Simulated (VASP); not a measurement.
Calculation: r2SCAN meta-GGA, VASP's PBE PAW potentials (set 64) (plane waves; VASP).

VASP ran on this input.

**KPOINTS**
```
Regular mesh
0
Gamma
  8 8 4
```

KPOINTS_OPT:
```
k-points along high-symmetry lines
6
Line-mode
Reciprocal
  0.000000   0.000000   0.000000 ! GAMMA
  0.500000  -0.000000   0.000000 ! M

  0.500000  -0.000000   0.000000 ! M
  0.333333   0.333333   0.000000 ! K

  0.333333   0.333333   0.000000 ! K
  0.000000   0.000000   0.000000 ! GAMMA

  0.000000   0.000000   0.000000 ! GAMMA
  0.000000   0.000000   0.500000 ! A

  0.000000   0.000000   0.500000 ! A
  0.500000  -0.000000   0.500000 ! L

  0.500000  -0.000000   0.500000 ! L
  0.333333   0.333333   0.500000 ! H

  0.333333   0.333333   0.500000 ! H
  0.000000   0.000000   0.500000 ! A

  0.500000  -0.000000   0.500000 ! L
  0.500000  -0.000000   0.000000 ! M

  0.333333   0.333333   0.500000 ! H
  0.333333   0.333333   0.000000 ! K
```

### INCAR
```
! general
SYSTEM  = SnSe2
PREC    = Accurate
ENCUT   = 400   ! plane-wave cut-off (eV)
LREAL   = .FALSE.
LASPH   = .TRUE.

! electronic loop
EDIFF   = 1E-7   ! SCF stop (eV)
NELM    = 100   ! most electronic steps
ALGO    = Normal   ! blocked Davidson
LMAXMIX = 4
LMIXTAU = .TRUE.

! smearing
ISMEAR  = -5   ! tetrahedra, Bloechl

! functional
METAGGA = R2SCAN

! ions
ISIF    = 2

! output
LWAVE   = .FALSE.
LCHARG  = .FALSE.
LORBIT  = 11   ! lm-projected
NEDOS   = 601   ! DOS grid

! other
LEFG    = .TRUE.
```

**POSCAR**
```
SnSe2
1
    1.9203767959    -3.3261903968     0.0000000000
    1.9203767959     3.3261903968     0.0000000000
    0.0000000000     0.0000000000     6.4961359929
Sn Se
1 2
Direct
  0.0000000000   0.0000000000   0.0000000000
  0.3333330000   0.6666670000   0.2421642118
  0.6666670000   0.3333330000   0.7578357882
```

POTCAR, in this order: Sn_d Se (PBE.64 set). Program: vasp_std.

What will the output report for the number of irreducible k-points (NKPTS), number of bands (NBANDS), largest plane-wave count, number of space-group operations, FFT grid (NGX, NGY, NGZ)?

The number of irreducible k-points (NKPTS) is 35, the number of bands (NBANDS) is 17 and the largest plane-wave count comes out as 1533. The number of space-group operations comes out as 12 and the FFT grid (NGX, NGY, NGZ) is 28 × 28 × 42.

The compound is SnSe2 in the 1T layered structure. It was relaxed first, which changed the volume by +8 %.
